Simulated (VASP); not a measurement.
Level of theory: PBE GGA, VASP's PBE PAW potentials (set 64) (plane waves; VASP).

Input for VASP

### INCAR
```
SYSTEM = Na
PREC = Accurate
ENCUT = 480
EDIFF = 1E-6
NELM = 100
ALGO = Normal
LREAL = .FALSE.
LASPH = .TRUE.
ISMEAR = 1
SIGMA = 0.1
GGA = PE
LWAVE = .FALSE.
LCHARG = .FALSE.
IBRION = 2
ISIF = 3
NSW = 60
EDIFFG = -0.01
```

### KPOINTS
```
Automatic mesh
0
Gamma
11 11 11
0 0 0
```

File POSCAR:
```
Na
1
   -2.0952561035     2.0952561035     2.0952561035
    2.0952561035    -2.0952561035     2.0952561035
    2.0952561035     2.0952561035    -2.0952561035
Na
1
Direct
  0.0000000000   0.0000000000   0.0000000000
```

POTCAR, in this order: Na (PBE.64 set). Program: vasp_std.

Q: What will the output report for the number of irreducible k-points (NKPTS), largest plane-wave count, number of space-group operations, FFT grid (NGX, NGY, NGZ)?

A: 
- number of irreducible k-points (NKPTS): 56
- largest plane-wave count: 935
- number of space-group operations: 48
- FFT grid (NGX, NGY, NGZ): 28 × 28 × 28

The compound is Na in the bcc structure. It was relaxed first. The start is the result of an earlier pass.
